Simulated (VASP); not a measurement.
Given:

```yaml
crystal:
  lattice:
    - [2.26000, -3.83000, 0.00000]
    - [2.26000, 3.83000, 0.00000]
    - [0.00000, 0.00000, 4.53000]
  atoms:
    - { symbol: Ga, position: [0.15490, 0.84510, 0.91900] }
    - { symbol: Ga, position: [0.34510, 0.65490, 0.41900] }
    - { symbol: Ga, position: [0.65490, 0.34510, 0.58100] }
    - { symbol: Ga, position: [0.84510, 0.15490, 0.08100] }
```

Method: PBE GGA, VASP's PBE PAW potentials (set 64) (plane waves; VASP). Numerical set-up: 300 eV cut-off, 4×4×4 Γ-centred mesh, Gaussian smearing of 0.27 eV, potentials Ga_d.

At this cut-off the stress carries a Pulay error, which pulls relaxed volumes low.

Q: Give the force on each atom (eV/Å).

A: 
```
atom     Fx      Fy      Fz
----  -----  ------  ------
Ga1   0.000  -0.248  -0.050
Ga2   0.000   0.248  -0.050
Ga3   0.000  -0.248   0.050
Ga4   0.000   0.248   0.050
```

Q: Give the stress tensor in GPa (positive for a compressed cell).

A: 
```
2.90  0.00  0.00
0.00  2.49  0.00
0.00  0.00  0.50
```
The pressure is its mean diagonal, 1.96 GPa.

The structure is a typed Ga crystal (Cmce). The cell was not relaxed at this level. The k-mesh is coarse (spacing up to 0.40 per Å, 2π included), so the numbers may not be converged in it.
